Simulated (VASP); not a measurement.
# Li2Pt: structure and properties in VASP, part 4 of 5

Aim: relax Li2Pt, then compute properties on the relaxed cell. The start is a cell from a database of measured crystal structures.

VASP 6.6.1; LDA; plane waves and PAW (Li_sv, Pt).

So far. Step 5 (Band structure (LDA)): There is no gap at this level. Step 6 (Total and projected DOS (LDA)): The finer mesh and the other smearing move the Fermi level by +0.12 eV from the 6×6×8 run, one measure of the sampling error in the zero of the bands above. Of the states within 0.3 eV of the Fermi level, the largest shares in the PAW spheres are Pt d 29 % and Pt p 23 %. The rest lies in smaller channels or between the spheres.

### Step 7. Vibrations at Γ (LDA) (continued)

OUTCAR, selected parts (step 7):

```text
   k-points           NKPTS =    128   k-points in BZ     NKDIM =    128   number of bands    NBANDS=     14

   NELECT =      16.0000    total number of electrons

  Total        0.2656372      0.2656372     -0.5262948      0.0000000     -0.0000000     -0.0000000
  in kB       11.3336124     11.3336124    -22.4547689      0.0000000     -0.0000000     -0.0000000
  external PRESSURE =       0.0708187 kB  Pullay stress =       0.0000000 kB

 POSITION                                       TOTAL-FORCE (eV/Angst)
 -----------------------------------------------------------------------------------
     -0.00000      2.33580      1.32457        -0.000000      0.000000      0.000000
      2.02287      1.16790      1.32457         0.000000     -0.000000      0.000000
      0.00000      0.00000      0.00000         0.000000      0.000000      0.000000
 -----------------------------------------------------------------------------------
    total drift:                                0.000000      0.000000     -0.000000

 Eigenvectors and eigenvalues of the dynamical matrix
 ----------------------------------------------------

   1 f  =   15.690936 THz    98.589058 2PiTHz  523.393282 cm-1    64.892467 meV
             X         Y         Z           dx          dy          dz
     -0.000000  2.335805  1.324574     0.707107    0.000000    0.000000
      2.022866  1.167902  1.324574    -0.707107   -0.000000   -0.000000
      0.000000  0.000000  0.000000    -0.000000   -0.000000    0.000000

   2 f  =   15.690936 THz    98.589058 2PiTHz  523.393282 cm-1    64.892467 meV
             X         Y         Z           dx          dy          dz
     -0.000000  2.335805  1.324574    -0.000000   -0.707107   -0.000000
      2.022866  1.167902  1.324574    -0.000000    0.707107    0.000000
      0.000000  0.000000  0.000000     0.000000    0.000000    0.000000

   3 f  =    8.456092 THz    53.131194 2PiTHz  282.064873 cm-1    34.971571 meV
             X         Y         Z           dx          dy          dz
     -0.000000  2.335805  1.324574     0.682955    0.000001    0.000000
      2.022866  1.167902  1.324574     0.682955    0.000001   -0.000000
      0.000000  0.000000  0.000000    -0.259125   -0.000000   -0.000000

   4 f  =    8.456092 THz    53.131194 2PiTHz  282.064873 cm-1    34.971571 meV
             X         Y         Z           dx          dy          dz
     -0.000000  2.335805  1.324574     0.000001   -0.682955   -0.000000
      2.022866  1.167902  1.324574     0.000001   -0.682955   -0.000000
      0.000000  0.000000  0.000000    -0.000000    0.259125    0.000000

   5 f  =    6.489144 THz    40.772492 2PiTHz  216.454535 cm-1    26.836930 meV
             X         Y         Z           dx          dy          dz
     -0.000000  2.335805  1.324574     0.000000    0.000000   -0.683078
      2.022866  1.167902  1.324574     0.000000    0.000000   -0.683078
      0.000000  0.000000  0.000000     0.000000    0.000000    0.258477

   6 f/i=    0.001627 THz     0.010220 2PiTHz    0.054258 cm-1     0.006727 meV
             X         Y         Z           dx          dy          dz
     -0.000000  2.335805  1.324574     0.013611   -0.182722    0.000000
      2.022866  1.167902  1.324574     0.013611   -0.182722    0.000000
      0.000000  0.000000  0.000000     0.071745   -0.963176    0.000000

   7 f/i=    0.001627 THz     0.010220 2PiTHz    0.054258 cm-1     0.006727 meV
             X         Y         Z           dx          dy          dz
     -0.000000  2.335805  1.324574    -0.182722   -0.013611    0.000000
      2.022866  1.167902  1.324574    -0.182722   -0.013611    0.000000
      0.000000  0.000000  0.000000    -0.963176   -0.071745    0.000000

   8 f/i=    0.003104 THz     0.019505 2PiTHz    0.103549 cm-1     0.012838 meV
             X         Y         Z           dx          dy          dz
     -0.000000  2.335805  1.324574     0.000000    0.000000    0.182771
      2.022866  1.167902  1.324574     0.000000    0.000000    0.182771
      0.000000  0.000000  0.000000     0.000000    0.000000    0.966018

   9 f/i=    2.329800 THz    14.638563 2PiTHz   77.713750 cm-1     9.635273 meV
             X         Y         Z           dx          dy          dz
     -0.000000  2.335805  1.324574    -0.000000   -0.000000    0.707107
      2.022866  1.167902  1.324574    -0.000000    0.000000   -0.707107
      0.000000  0.000000  0.000000    -0.000000    0.000000    0.000000

 ELASTIC MODULI CONTR FROM IONIC RELAXATION (kBar)
 Direction    XX          YY          ZZ          XY          YZ          ZX
 --------------------------------------------------------------------------------
 XX         -32.5640     32.5640      0.0000      0.0000      0.0000      0.0000
 YY          32.5640    -32.5640     -0.0000     -0.0000     -0.0000      0.0000
 ZZ           0.0000     -0.0000     -0.0000     -0.0000     -0.0000      0.0000
 XY           0.0000     -0.0000     -0.0000    -32.5640      0.0000      0.0000
 YZ           0.0000     -0.0000     -0.0000      0.0000      0.0000      0.0000
 ZX           0.0000      0.0000      0.0000      0.0000      0.0000      0.0000
 --------------------------------------------------------------------------------

[... 6 parts as in an earlier step ...]

[... 4 further parts left out ...]
```

Energies printed during the response cycles are not total energies of the cell.

Numbers from this step:

```yaml
bands: 14
irreducible_k_points: 128
pressure_of_the_cell: 0.007082 GPa
largest_force_of_the_cell: 0 eV/Å
fermi_energy: 5.736 eV
```

The modes at Γ (shares of kinetic energy by element, %) (negative means imaginary):

```tsv
mode	frequency (cm⁻¹)	symmetry	Li %	Pt %
1	-77.7	Bg	100	0
2	-0.1	acoustic	7	93
3	-0.1	acoustic	7	93
4	-0.1	acoustic	7	93
5	216.5	A2u	93	7
6	282.1	E1u	93	7
7	282.1	E1u	93	7
8	523.4	E2g	100	0
9	523.4	E2g	100	0
```

Displacements in mode 1 (-77.7 cm⁻¹), the largest set to 1:
```
Li1  0.00  0.00  1.00
Li2  0.00  0.00 -1.00
Pt3  0.00  0.00  0.00
```

Displacements in mode 6 (282.1 cm⁻¹), the largest set to 1:
```
Li1  0.00 -1.00  0.00
Li2  0.00 -1.00  0.00
Pt3  0.00  0.07  0.00
```

The three acoustic modes lie within 0.1 cm⁻¹ of zero, but one optical mode is imaginary, so the cell is a saddle point and not a minimum. By the characters of their eigenvectors the optical modes sort into (cm⁻¹) Raman active: E2g 523; infrared active: A2u 216, E1u 282; silent: Bg 78i. B labels carry no number here, since it depends on the setting of the axes. With a centre of inversion no mode is active in both.

### Step 8. Volume scan with LDA, volume scale 0.94

An equation of state needs energies on both sides of the minimum, all on one mesh and cutoff.

File INCAR:

```
SYSTEM = Li2Pt
PREC = Accurate
ENCUT = 650
EDIFF = 1E-06
NELM = 100
ISMEAR = 1
SIGMA = 0.2
LREAL = .FALSE.
ALGO = Normal
GGA = CA
NBANDS = 14
LASPH = .TRUE.
LORBIT = 11
LWAVE = .FALSE.
LCHARG = .FALSE.
KPAR = 2
ISIF = 2
```

File POSCAR:

```
Li2Pt
1.0
    3.9631433723      0.0000000000      0.0000000000
   -1.9815716861      3.4321828391      0.0000000000
    0.0000000000      0.0000000000      2.5950678311
Li Pt
2 1
Direct
    0.3333333333      0.6666666667      0.5000000000
    0.6666666667      0.3333333333      0.5000000000
    0.0000000000      0.0000000000      0.0000000000
```

File KPOINTS:

```
Automatic mesh
0
Gamma
6 6 8
0 0 0
```

Potentials, in the order of the species: Li_sv and Pt (LDA family, release 64).

On the command line:

```sh
> mpirun -np 2 vasp_std
```

The log of the run:

```text
[... set-up lines as in an earlier step ...]
 entering main loop
       N       E                     dE             d eps       ncg     rms          rms(c)
DAV:   1     0.896259381676E+02    0.89626E+02   -0.85651E+03   988   0.140E+03
DAV:   2    -0.579117274211E+01   -0.95417E+02   -0.87418E+02  1154   0.293E+02
DAV:   3    -0.139187879485E+02   -0.81276E+01   -0.79367E+01  1856   0.568E+01
DAV:   4    -0.140282166088E+02   -0.10943E+00   -0.10894E+00  1112   0.939E+00
DAV:   5    -0.140299064716E+02   -0.16899E-02   -0.16897E-02  1356   0.880E-01    0.880E+00
DAV:   6    -0.133809703825E+02    0.64894E+00   -0.31040E+00  1046   0.154E+01    0.254E+00
DAV:   7    -0.131993296331E+02    0.18164E+00   -0.30706E-01  1022   0.535E+00    0.124E+00
DAV:   8    -0.131770133878E+02    0.22316E-01   -0.30601E-02  1314   0.121E+00    0.478E-01
DAV:   9    -0.131741462636E+02    0.28671E-02   -0.10787E-02  1240   0.904E-01    0.113E-01
DAV:  10    -0.131741786029E+02   -0.32339E-04   -0.18551E-04  1274   0.118E-01    0.195E-02
DAV:  11    -0.131741767866E+02    0.18163E-05   -0.17148E-05  1278   0.385E-02    0.293E-03
DAV:  12    -0.131741766416E+02    0.14502E-06   -0.37059E-07   760   0.645E-03
   1 F= -.13174177E+02 E0= -.13172498E+02  d E =-.503474E-02
```

Wall time 5.4 s (2 MPI ranks of Intel Xeon 6975P-C (Granite Rapids), shared host); peak memory 0.31 GiB.

From OUTCAR (step 8):

```text
   ENCUT  =  650.0 eV  47.77 Ry    6.91 a.u.   8.24  8.24  5.39*2*pi/ulx,y,z

   NELECT =      16.0000    total number of electrons

 E-fermi :   6.2157

 k-point     1 :       0.0000    0.0000    0.0000
  band No.  band energies     occupation
    ...
      4       1.4680      2.00000
      5       2.5405      2.00000
      6       2.5405      2.00000
      7       5.6545      2.00053
      8       5.6545      2.00053
      9      10.6711      0.00000
     10      10.6711      0.00000
     11      13.5353      0.00000
     12      13.5353      0.00000
     13      16.3728      0.00000
    ...

  Total        1.0472460      1.0472460      2.0485363      0.0000000      0.0000000     -0.0000000
  in kB       47.5335657     47.5335657     92.9812390      0.0000000      0.0000000     -0.0000000
  external PRESSURE =      62.6827901 kB  Pullay stress =       0.0000000 kB

 POSITION                                       TOTAL-FORCE (eV/Angst)
 -----------------------------------------------------------------------------------
     -0.00000      2.28812      1.29753        -0.000000     -0.000000     -0.000000
      1.98157      1.14406      1.29753         0.000000      0.000000      0.000000
      0.00000      0.00000      0.00000        -0.000000      0.000000      0.000000
 -----------------------------------------------------------------------------------
    total drift:                                0.000000      0.000000     -0.000000

  FREE ENERGIE OF THE ION-ELECTRON SYSTEM (eV)
  ---------------------------------------------------
  free  energy   TOTEN  =       -13.1741766416 eV

  energy  without entropy=      -13.1691418969  energy(sigma->0) =      -13.17249839

[... 3 parts as in an earlier step ...]

[... 13 further parts left out ...]
```

The scan keeps the cell's shape and the fractional positions fixed.

This step gave:

```yaml
scf_cycles: 12
irreducible_k_points: 35
free_energy_toten: -13.17 eV
energy_at_zero_smearing: -13.17 eV
fermi_energy: 6.216 eV
pressure: 6.268 GPa
```

The pressure here is 6.27 GPa.

### Step 9. Volume scan with LDA, volume scale 0.96

INCAR is that of step 8.

File POSCAR:

```
Li2Pt
1.0
    3.9910537522      0.0000000000      0.0000000000
   -1.9955268761      3.4563539372      0.0000000000
    0.0000000000      0.0000000000      2.6133435588
Li Pt
2 1
Direct
    0.3333333333      0.6666666667      0.5000000000
    0.6666666667      0.3333333333      0.5000000000
    0.0000000000      0.0000000000      0.0000000000
```

KPOINTS is that of step 8.

On the command line:

```sh
> mpirun -np 2 vasp_std
```

The log of the run:

```text
[... set-up lines as in an earlier step ...]
 entering main loop
       N       E                     dE             d eps       ncg     rms          rms(c)
DAV:   1     0.863611133101E+02    0.86361E+02   -0.83683E+03   988   0.137E+03
DAV:   2    -0.597412789517E+01   -0.92335E+02   -0.84704E+02  1160   0.283E+02
DAV:   3    -0.139024425087E+02   -0.79283E+01   -0.77544E+01  1842   0.568E+01
DAV:   4    -0.140319087280E+02   -0.12947E+00   -0.12931E+00  1132   0.965E+00
DAV:   5    -0.140339744731E+02   -0.20657E-02   -0.20656E-02  1396   0.943E-01    0.851E+00
DAV:   6    -0.134082673728E+02    0.62571E+00   -0.30618E+00  1040   0.153E+01    0.250E+00
DAV:   7    -0.132240555285E+02    0.18421E+00   -0.31261E-01  1034   0.536E+00    0.116E+00
DAV:   8    -0.132021891848E+02    0.21866E-01   -0.29802E-02  1326   0.120E+00    0.470E-01
DAV:   9    -0.131992874734E+02    0.29017E-02   -0.11045E-02  1252   0.902E-01    0.111E-01
DAV:  10    -0.131993210676E+02   -0.33594E-04   -0.19101E-04  1264   0.120E-01    0.203E-02
DAV:  11    -0.131993186504E+02    0.24172E-05   -0.18022E-05  1304   0.398E-02    0.287E-03
DAV:  12    -0.131993185216E+02    0.12879E-06   -0.40119E-07   750   0.674E-03
   1 F= -.13199319E+02 E0= -.13197588E+02  d E =-.519056E-02
```

The job ended after 5.4 s (2 MPI ranks; peak memory 0.32 GiB; 9.6 s of CPU time).

Parts of OUTCAR (step 9):

```text
   ENCUT  =  650.0 eV  47.77 Ry    6.91 a.u.   8.30  8.30  5.43*2*pi/ulx,y,z

   NELECT =      16.0000    total number of electrons

 E-fermi :   5.9991

 k-point     1 :       0.0000    0.0000    0.0000
  band No.  band energies     occupation
    ...
      4       1.3684      2.00000
      5       2.4203      2.00000
      6       2.4203      2.00000
      7       5.4325      2.00046
      8       5.4325      2.00046
      9      10.4127      0.00000
     10      10.4127      0.00000
     11      13.2116      0.00000
     12      13.2116      0.00000
     13      16.0365      0.00000
    ...

  Total        0.6772173      0.6772173      1.3054343      0.0000000     -0.0000000     -0.0000000
  in kB       30.0979108     30.0979108     58.0180763      0.0000000     -0.0000000     -0.0000000
  external PRESSURE =      39.4046326 kB  Pullay stress =       0.0000000 kB

 POSITION                                       TOTAL-FORCE (eV/Angst)
 -----------------------------------------------------------------------------------
     -0.00000      2.30424      1.30667         0.000000     -0.000000      0.000000
      1.99553      1.15212      1.30667        -0.000000      0.000000     -0.000000
      0.00000      0.00000      0.00000         0.000000      0.000000     -0.000000
 -----------------------------------------------------------------------------------
    total drift:                                0.000000      0.000000     -0.000000

  FREE ENERGIE OF THE ION-ELECTRON SYSTEM (eV)
  ---------------------------------------------------
  free  energy   TOTEN  =       -13.1993185216 eV

  energy  without entropy=      -13.1941279626  energy(sigma->0) =      -13.19758834

[... 4 parts as in an earlier step ...]

[... 12 further parts left out ...]
```

This step gave:

| Quantity | Value |
| --- | --- |
| free energy (TOTEN) | -13.20 eV |
| energy at zero smearing | -13.20 eV |
| Fermi energy | 5.999 eV |
| pressure | 3.940 GPa |

The pressure falls from 6.27 to 3.94 GPa.

The run ends at a pressure of 3.94 GPa.

### Step 10. Volume scan with LDA, volume scale 0.98

INCAR is that of step 9.

File POSCAR:

```
Li2Pt
1.0
    4.0185791306      0.0000000000      0.0000000000
   -2.0092895653      3.4801916142      0.0000000000
    0.0000000000      0.0000000000      2.6313671873
Li Pt
2 1
Direct
    0.3333333333      0.6666666667      0.5000000000
    0.6666666667      0.3333333333      0.5000000000
    0.0000000000      0.0000000000      0.0000000000
```

KPOINTS is that of step 9.

On the command line:

```sh
> mpirun -np 2 vasp_std
```

The log of the run:

```text
[... set-up lines as in an earlier step ...]
 entering main loop
       N       E                     dE             d eps       ncg     rms          rms(c)
DAV:   1     0.841564592534E+02    0.84156E+02   -0.84608E+03  1004   0.139E+03
DAV:   2    -0.633811675782E+01   -0.90495E+02   -0.82820E+02  1118   0.279E+02
DAV:   3    -0.139192567964E+02   -0.75811E+01   -0.74174E+01  1888   0.550E+01
DAV:   4    -0.140257594883E+02   -0.10650E+00   -0.10643E+00  1088   0.921E+00
[...]
DAV:  10    -0.132141308890E+02   -0.35006E-04   -0.19690E-04  1238   0.123E-01    0.218E-02
DAV:  11    -0.132141275182E+02    0.33708E-05   -0.20253E-05  1320   0.426E-02    0.289E-03
DAV:  12    -0.132141274061E+02    0.11206E-06   -0.43816E-07   744   0.700E-03
   1 F= -.13214127E+02 E0= -.13212362E+02  d E =-.529545E-02
```

Elapsed: 5.6 s, on 2 MPI ranks; peak memory 0.32 GiB; 9.7 s of CPU time.

OUTCAR, selected parts (step 10):

```text
  Total        0.3299339      0.3299339      0.6197472      0.0000000     -0.0000000      0.0000000
  in kB       14.3641632     14.3641632     26.9816215      0.0000000     -0.0000000      0.0000000
  external PRESSURE =      18.5699826 kB  Pullay stress =       0.0000000 kB

 POSITION                                       TOTAL-FORCE (eV/Angst)
 -----------------------------------------------------------------------------------
     -0.00000      2.32013      1.31568        -0.000000     -0.000000      0.000000
      2.00929      1.16006      1.31568         0.000000      0.000000     -0.000000
      0.00000      0.00000      0.00000        -0.000000      0.000000      0.000000
 -----------------------------------------------------------------------------------
    total drift:                                0.000000      0.000000     -0.000000

  FREE ENERGIE OF THE ION-ELECTRON SYSTEM (eV)
  ---------------------------------------------------
  free  energy   TOTEN  =       -13.2141274061 eV

  energy  without entropy=      -13.2088319534  energy(sigma->0) =      -13.21236226

[... 1 part as in an earlier step ...]

[... 2 further parts left out ...]
[key lines of the parts left out:]
E-fermi :   5.7917
```

The pressure falls from 3.94 to 1.86 GPa.

The run ends at a pressure of 1.86 GPa.

### Step 11. Volume scan with LDA, volume scale 1

INCAR is that of step 10.

File POSCAR:

```
Li2Pt
1.0
    4.0457325160      0.0000000000      0.0000000000
   -2.0228662580      3.5037071357      0.0000000000
    0.0000000000      0.0000000000      2.6491472347
Li Pt
2 1
Direct
    0.3333333333      0.6666666667      0.5000000000
    0.6666666667      0.3333333333      0.5000000000
    0.0000000000      0.0000000000      0.0000000000
```

KPOINTS is that of step 10.

On the command line:

```sh
> mpirun -np 2 vasp_std
```

The log of the run:

```text
[... set-up lines as in an earlier step ...]
 entering main loop
       N       E                     dE             d eps       ncg     rms          rms(c)
[... 12 cycles as in an earlier step ...]
   1 F= -.13219573E+02 E0= -.13217792E+02  d E =-.534305E-02
```

Elapsed: 5.6 s, on 2 MPI ranks; peak memory 0.32 GiB; 9.8 s of CPU time.

Parts of OUTCAR (step 11):

```text
[... 6 parts as in an earlier step ...]

[... 1 further part left out ...]
[key lines of the parts left out:]
E-fermi :   5.5930
```

The pressure falls from 1.86 to 0.00 GPa.

The run ends at a pressure of 0.00 GPa.

### Step 12. Volume scan with LDA, volume scale 1.02

INCAR is that of step 11.

File POSCAR:

```
Li2Pt
1.0
    4.0725262274      0.0000000000      0.0000000000
   -2.0362631137      3.5269111704      0.0000000000
    0.0000000000      0.0000000000      2.6666917674
Li Pt
2 1
Direct
    0.3333333333      0.6666666667      0.5000000000
    0.6666666667      0.3333333333      0.5000000000
    0.0000000000      0.0000000000      0.0000000000
```

KPOINTS is that of step 11.

On the command line:

```sh
> mpirun -np 2 vasp_std
```

The log of the run:

```text
[... set-up lines as in an earlier step ...]
 entering main loop
       N       E                     dE             d eps       ncg     rms          rms(c)
DAV:   1     0.845613303791E+02    0.84561E+02   -0.83507E+03   980   0.137E+03
DAV:   2    -0.605016330436E+01   -0.90611E+02   -0.82685E+02  1148   0.282E+02
DAV:   3    -0.138651044620E+02   -0.78149E+01   -0.76600E+01  1874   0.553E+01
DAV:   4    -0.139841272732E+02   -0.11902E+00   -0.11894E+00  1112   0.957E+00
[...]
DAV:  10    -0.132167870631E+02   -0.36207E-04   -0.20608E-04  1282   0.126E-01    0.226E-02
DAV:  11    -0.132167820837E+02    0.49794E-05   -0.23780E-05  1274   0.467E-02    0.301E-03
DAV:  12    -0.132167820005E+02    0.83191E-07   -0.48680E-07   756   0.717E-03
   1 F= -.13216782E+02 E0= -.13215001E+02  d E =-.534255E-02
```

Run time: 5.4 s. Hardware: 2 MPI ranks; peak memory 0.32 GiB.

From OUTCAR (step 12):

```text
  Total       -0.3010346     -0.3010346     -0.5962189      0.0000000      0.0000000      0.0000000
  in kB      -12.5920316    -12.5920316    -24.9393465      0.0000000      0.0000000      0.0000000
  external PRESSURE =     -16.7078033 kB  Pullay stress =       0.0000000 kB

 POSITION                                       TOTAL-FORCE (eV/Angst)
 -----------------------------------------------------------------------------------
     -0.00000      2.35127      1.33335        -0.000000      0.000000      0.000000
      2.03626      1.17564      1.33335         0.000000      0.000000      0.000000
      0.00000      0.00000      0.00000        -0.000000      0.000000      0.000000
 -----------------------------------------------------------------------------------
    total drift:                                0.000000      0.000000     -0.000000

  FREE ENERGIE OF THE ION-ELECTRON SYSTEM (eV)
  ---------------------------------------------------
  free  energy   TOTEN  =       -13.2167820005 eV

  energy  without entropy=      -13.2114394482  energy(sigma->0) =      -13.21500115

[... 1 part as in an earlier step ...]

[... 2 further parts left out ...]
[key lines of the parts left out:]
E-fermi :   5.4026
```

The pressure falls from 0.00 to -1.67 GPa.

The run ends at a pressure of -1.67 GPa.

[end of part 4 of 5]

[Lines on the potential files, build, host, timing and source positions are cut from VASP's logs without a mark.]

[Logs are printed without paths, hosts, clocks, repeated set-up lines and the standing remarks that a program may print on its own settings, such as how far it seeks lower states.]

[Hosts, paths, dates, database ids (printed as entryN), source tags and the programs' standing remarks are cut or masked in the printed files.]

[A measured line is paired with the nearest computed mode of its activity, which favours agreement.]

[In band tables of VASP the shares of atoms and orbitals are scaled to a sum of 1 inside the atoms' spheres.]
